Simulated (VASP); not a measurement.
An input for Quantum ESPRESSO's pw.x (written as the equivalent of a VASP run, and not itself run):

```
&CONTROL
  calculation = 'vc-relax'
  pseudo_dir = './pseudo'
  outdir = './out'
  tprnfor = .true.
  tstress = .true.
  nstep = 30
  forc_conv_thr = 0.00039
/
&SYSTEM
  ibrav = 0
  nat = 6
  ntyp = 2
  ecutwfc = 84
  occupations = 'smearing'
  smearing = 'gaussian'
  degauss = 0.003675
  input_dft = 'vdw-df-ob86'
/
&ELECTRONS
  conv_thr = 7.3e-09
  electron_maxstep = 100
/
&IONS
/
&CELL
  cell_dofree = 'shape'
/
ATOMIC_SPECIES
  Mg 24.305 Mg.upf
  H 1.008 H.upf
CELL_PARAMETERS angstrom
     4.4429373    0.0000000    0.0000000
     0.0000000    4.4429373    0.0000000
     0.0000000    0.0000000    2.9699794
ATOMIC_POSITIONS crystal
  Mg   1.0000000  1.0000000  0.0000000
  Mg   0.5000000  0.5000000  0.5000000
  H    0.3042036  0.3042036  0.0000000
  H    0.8042036  0.1957964  0.5000000
  H    0.1957964  0.8042036  0.5000000
  H    0.6957964  0.6957964  0.0000000
K_POINTS automatic
  5 5 7 0 0 0
```

**Question.** Write the VASP files for the same calculation (optB86b-vdW).

**Answer.** One answer among several that fit: 
### INCAR
```
AGGAC = 0.0
ALGO = Normal
EDIFF = 1E-7
EDIFFG = -0.01
ENCUT = 520
GGA = MK
IBRION = 2
ISIF = 4
ISMEAR = 0
LASPH = .TRUE.
LCHARG = .FALSE.
LREAL = .FALSE.
LUSE_VDW = .TRUE.
LWAVE = .FALSE.
NELM = 100
NSW = 30
PARAM1 = 0.1234
PARAM2 = 1.0
PREC = Accurate
SIGMA = 0.05
SYSTEM = MgH2
```

File POSCAR:
```
MgH2
1
    4.4429373484     0.0000000000     0.0000000000
    0.0000000000     4.4429373484     0.0000000000
    0.0000000000     0.0000000000     2.9699793824
Mg H
2 4
Direct
  1.0000000000   1.0000000000   0.0000000000
  0.5000000000   0.5000000000   0.5000000000
  0.3042036405   0.3042036405   0.0000000000
  0.8042036405   0.1957963595   0.5000000000
  0.1957963595   0.8042036405   0.5000000000
  0.6957963595   0.6957963595   0.0000000000
```

KPOINTS:
```
Automatic mesh
0
Gamma
 5 5 7
0 0 0
```

POTCAR, in this order: Mg H (PBE.64 set). Program: vasp_std.

Limits of the translation: the potentials are each code's own (VASP's PAW set, PseudoDojo norm-conserving files in pw.x), so ENCUT and ecutwfc are chosen apart and not converted; conv_thr bounds pw.x's estimated SCF error, while EDIFF bounds the energy change between steps; forc_conv_thr acts on force components and is met together with etot_conv_thr.

The compound is MgH2 in the rutile structure. This cell is one point of a volume scan, at 0.97 of the reference volume. Symmetry was kept, so distortions that lower it aren't found.
